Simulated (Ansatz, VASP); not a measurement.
## Two plane-wave programs on Mg3CdS2

```xyz
6
Lattice="3.3460 0.0000 0.0000 0.0000 3.3460 0.0000 0.0000 0.0000 10.0252" Properties=species:S:1:pos:R:3 pbc="T T T"
Mg    0.0000    0.0000    8.0495
Mg    0.0000    0.0000    1.9757
Mg    0.0000    0.0000    5.0126
Cd    1.6730    1.6730    0.0000
S     1.6730    1.6730    3.3762
S     1.6730    1.6730    6.6490
```

Change from the starting cell: species swapped into the Li3Tl2Cd type (P4/mmm, No. 123).

Alike in both runs: functional PBE; k mesh 5 × 5 × 2; occupations gaussian, width 0.2 eV; no spin polarisation.

Ansatz relaxed the structure, and its values are those at the end. VASP's run is a single point on that final structure, the one shown.

|  | VASP | Ansatz |
| --- | --- | --- |
| version | VASP 6.6.1 | Ansatz 0.2.0 |
| potentials or method | VASP PAW PBE potentials, release 64 (Mg, Cd, S) | scalar-relativistic, plane waves, PAW |
| plane-wave cutoff (eV) | 520 | 420 |
| valence electrons in the cell | 30 | 62 |

```tsv
	VASP	Ansatz	Ansatz less VASP
gap on the k mesh at the Fermi level (eV)	none	none	-
pressure (GPa)	0.3	0.5	+0.18
rms of the force components (eV/Å)	0.026	0.021	-0.0050
```

A gap of «none» marks a metal or a gap that the smearing closes. The two sets of potentials don't hold the same shells in valence.

Caveats: the k mesh is coarse (spacing up to 0.38 Å⁻¹), so the values aren't converged.
